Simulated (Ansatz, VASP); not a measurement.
SnCl in VASP and in Ansatz

```xyz
4
Lattice="3.5436 0.0000 0.0000 -1.7718 3.0688 0.0000 0.0000 0.0000 10.1946" Properties=species:S:1:pos:R:3 pbc="T T T"
Sn    1.7718    1.0229    8.3648
Sn    0.0000    2.0459    3.2675
Cl    1.7718    1.0229    5.6528
Cl    0.0000    2.0459    0.5555
```

Change from the starting cell: volume scaled by 1.04.

Alike in both runs: task single point; functional PBE; k mesh 9 × 9 × 3; occupations fermi-dirac, width 0.05 eV; no spin polarisation.

```csv
,VASP,Ansatz
version,VASP 6.6.1,Ansatz 0.2.0
potentials or method,"VASP PAW PBE potentials, release 64 (Sn_d, Cl)",Ansatz PAW
plane-wave cutoff (eV),520,420
valence electrons in the cell,42,42
```

```tsv
	VASP	Ansatz	Ansatz less VASP
gap on the k mesh at the Fermi level (eV)	none	none	-
pressure (GPa)	-1.6	-1.6	+0.07
largest component of the traceless stress (GPa)	1.10	1.11	+0.010
rms of the force components (eV/Å)	0.073	0.071	-0.0018
```

Atom by atom the forces differ by 0.002 eV/Å (rms over components). A gap of «none» marks a metal or a gap that the smearing closes.
